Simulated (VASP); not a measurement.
Data:

```
CELL_PARAMETERS angstrom
      2.86877     0.00000     0.00000
      0.00000     2.86877     0.00000
      0.00000     0.00000     2.86877
ATOMIC_POSITIONS crystal
  Al 0.50000 0.50000 0.50000
  Fe 0.00000 0.00000 0.00000
```

Method: PBE GGA, VASP's PBE PAW potentials (set 64) (plane waves; VASP). Settings: 500 eV cut-off, 13×13×13 Γ-centred mesh, first-order Methfessel-Paxton smearing of 0.10 eV, potentials Al Fe.

Energy and stress use the plane-wave basis of the starting cell.

### Question
The ions, cell shape and volume at an external pressure of 5.0 GPa are relaxed. Give the cell that the relaxation ends in.

### Answer

```
CELL_PARAMETERS angstrom
      2.84388     0.00000     0.00000
      0.00000     2.84388     0.00000
      0.00000     0.00000     2.84388
ATOMIC_POSITIONS crystal
  Al 0.50000 0.50000 0.50000
  Fe 0.00000 0.00000 0.00000
```
Space group Pm-3m (221), at a tolerance of 0.03 Å.

### Question
How do energy and volume change from the first to the last step?

### Answer
The energy (σ→0) changes by +4.6 meV/atom and the volume by -2.6 %, in 3 ionic steps.

```csv
step,E(σ→0) (eV),max force (eV/Å),pressure (GPa),volume (Å³)
1,-12.6105,0.000,0.08,23.61
2,-12.5717,0.000,10.72,22.39
3,-12.6012,0.000,5.02,23.00
```

The compound is FeAl in the CsCl type structure. This run relaxes it under an external pressure of 5 GPa. Symmetry was kept, so distortions that lower it aren't found. The run is not spin-polarised, so no magnetic state was tried. The electron count is odd and the run is not spin-polarised, which forces a metal.
